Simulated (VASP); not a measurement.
Input of a VASP 6.6.1 run:

INCAR

```
SYSTEM = AgB2
ALGO = Normal
EDIFF = 1E-6
EDIFFG = -0.02
ENCUT = 600
GGA = PE
IBRION = 2
ISIF = 3
ISMEAR = -1
LASPH = .True.
LCHARG = .False.
LREAL = .False.
LWAVE = .False.
NELM = 80
NSW = 40
PREC = Accurate
SIGMA = 0.05
```

File KPOINTS:

```
k-points
0
Gamma
  10 10 8
  0 0 0
```

Contents of POSCAR:

```
AgB2
1.0
    3.0000000000      0.0000000000      0.0000000000
   -1.5000000000      2.5980762114      0.0000000000
    0.0000000000      0.0000000000      3.2400000000
Ag B
1 2
Direct
    0.0000000000      0.0000000000      0.0000000000
    0.6666666667      0.3333333333      0.5000000000
    0.3333333333      0.6666666667      0.5000000000
```

Potentials or basis: VASP PAW PBE potentials, release 64 (Ag, B).

Run with:

```bash
$ cat potpaw_PBE.64/Ag/POTCAR potpaw_PBE.64/B/POTCAR > POTCAR
$ mpirun -np 1 vasp_std > vasp.out
```

Task: Predict the band gap on the k mesh.

Result: None (metal or under the smearing width).

Task: Estimate the relaxed cell.

Result: a = 3.017 Å, b = 3.017 Å, c = 4.077 Å, α = 90.00°, β = 90.00°, γ = 120.00°.

The path:
```tsv
step	energy change (eV)	largest force (eV/Å)	pressure (GPa)	volume (Å³)
1	0.0000	0.0000	53.87	25.25
2	-0.6576	0.0000	-19.63	37.00
3	-0.9734	0.0000	-3.40	31.76
4	-1.2028	0.0000	-1.00	31.64
5	-1.2332	0.0000	8.35	31.08
6	-1.2971	0.0000	2.95	31.41
7	-1.2978	0.0000	3.54	31.37
8	-1.3042	0.0000	-1.70	32.55
9	-1.3063	0.0000	0.05	32.15
```

Caveat: the volume moved by over 15 % at a fixed basis, so the end points are rough. PBE usually gives volumes a little too large and moduli too small.
